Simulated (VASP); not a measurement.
Input:

```
CELL_PARAMETERS angstrom
      2.73747     0.00000     0.00000
      0.00000     2.86075     0.00000
      0.00000     0.00000     3.60873
ATOMIC_POSITIONS crystal
  Cu 0.00000 0.00000 0.00000
  Au 0.51289 0.50000 0.50000
```

All values below come from PBE GGA + U (Dudarev), VASP's PBE PAW potentials (set 64) (plane waves; VASP). Settings: 400 eV cut-off, 12×11×9 Γ-centred mesh, first-order Methfessel-Paxton smearing of 0.10 eV, potentials Cu Au, U − J: Cu 6.00 eV.

Question: Give the force on each atom (eV/Å).

Answer: 
| atom | Fx | Fy | Fz |
|---|---|---|---|
| Cu1 | 0.125 | 0.000 | 0.000 |
| Au2 | -0.125 | 0.000 | 0.000 |

Question: Give the stress tensor in GPa (positive for a compressed cell).

Answer: 
```
9.81  0.00  0.00
0.00  5.65  0.00
0.00  0.00  7.57
```
The pressure is its mean diagonal, 7.67 GPa.

The compound is CuAu in the L1_0 structure. The cell was not relaxed at this level, atoms are displaced from their ideal sites. The run is one of a series of settings (LDAU = .TRUE., LDAUJ = 0 0, LDAUL = 2 -1, LDAUTYPE = 2, LDAUU = 6.0 0 against the base run), some of them coarse on purpose.
